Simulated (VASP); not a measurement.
Energy against volume of CrO₂ (rutile). Computed with PBE GGA with D3 dispersion (zero damping), VASP's PBE PAW potentials (set 64) (plane waves; VASP 6.6.1). Numerical set-up: 520 eV cut-off, 7×7×10 Γ-centred mesh, first-order Methfessel-Paxton smearing of 0.10 eV, potentials Cr_pv O.

Shape and ions are relaxed at each volume.

```
V (Å³/atom)  E (eV/atom)
-----------  -----------
8.964           -8.52817
9.250           -8.55072
9.536           -8.55806
9.822           -8.55265
```

Fit these four points and predict the energy of the run at 10.108 Å³/atom.

A cubic in V^(−2/3), the third-order Birch-Murnaghan form, passes through the four points with V0 = 9.55 Å³/atom and B0 = 236 GPa, and gives -8.5365 eV/atom there. The run gave -8.5366 eV/atom, -0.1 meV/atom from the fit; all five points give B0 = 235 GPa.

The compound is CrO2 in the rutile structure. It was relaxed first.
